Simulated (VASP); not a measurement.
Input:

```
CELL_PARAMETERS angstrom
      2.93389     0.00000     0.00000
     -1.46695     2.54082     0.00000
      0.00000     0.00000     4.65066
ATOMIC_POSITIONS crystal
  Ti 0.66667 0.33333 0.75000
  Ti 0.33333 0.66667 0.25000
```

The numbers are results of PBE GGA, VASP's PBE PAW potentials (set 64) (plane waves; VASP), not measurements. Run with PREC = Normal, EDIFF = 1E-5, 400 eV cut-off, 16×16×9 Γ-centred mesh, first-order Methfessel-Paxton smearing of 0.10 eV, potentials Ti_sv.

**Question.** Give the stress tensor in GPa (positive for a compressed cell).

**Answer.** 
```
-0.82   0.00   0.00
 0.00  -0.82   0.00
 0.00   0.00  -1.09
```
The pressure is its mean diagonal, -0.91 GPa.

The compound is Ti in the hcp structure. It was relaxed first.
